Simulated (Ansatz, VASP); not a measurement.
**Two plane-wave programs on MnPt2**

```
CELL_PARAMETERS angstrom
2.80005 0.00000 0.00000
-1.40003 2.42492 0.00000
0.00000 0.00000 6.39915
ATOMIC_POSITIONS crystal
Pt 0.66667 0.33333 0.31621
Pt 0.33333 0.66667 0.68379
Mn 0.00000 0.00000 0.00000
```

Change from the starting cell: volume scaled by 0.94.

Alike in both runs: task single point; functional PBE; k mesh 11 × 11 × 4; occupations fermi-dirac, width 0.05 eV; collinear spin, ferromagnetic start.

|  | VASP | Ansatz |
| --- | --- | --- |
| version | VASP 6.6.1 | Ansatz 0.2.0 |
| potentials or method | VASP PAW PBE potentials, release 64 (Pt, Mn_pv) | Ansatz PAW |
| plane-wave cutoff (eV) | 520 | 420 |
| valence electrons in the cell | 33 | 51 |

|  | VASP | Ansatz | Ansatz less VASP |
| --- | --- | --- | --- |
| gap on the k mesh at the Fermi level (eV) | none | none | - |
| pressure (GPa) | 11.5 | 11.6 | +0.18 |
| largest component of the traceless stress (GPa) | 3.66 | 3.53 | -0.132 |
| rms of the force components (eV/Å) | 0.076 | 0.070 | -0.0066 |
| net moment per atom (μB) | 1.41 | 1.40 | -0.007 |
| size of the moment on the site where the two differ most (μB) | 3.54 | 3.49 | -0.050 |

Site moments also hang on the region over which each program counts them. Atom by atom the forces differ by 0.007 eV/Å (rms over components). A gap of «none» marks a metal or a gap that the smearing closes. The two sets of potentials don't hold the same shells in valence.

The runs have no spin-orbit coupling, so splittings on Pt are missing.
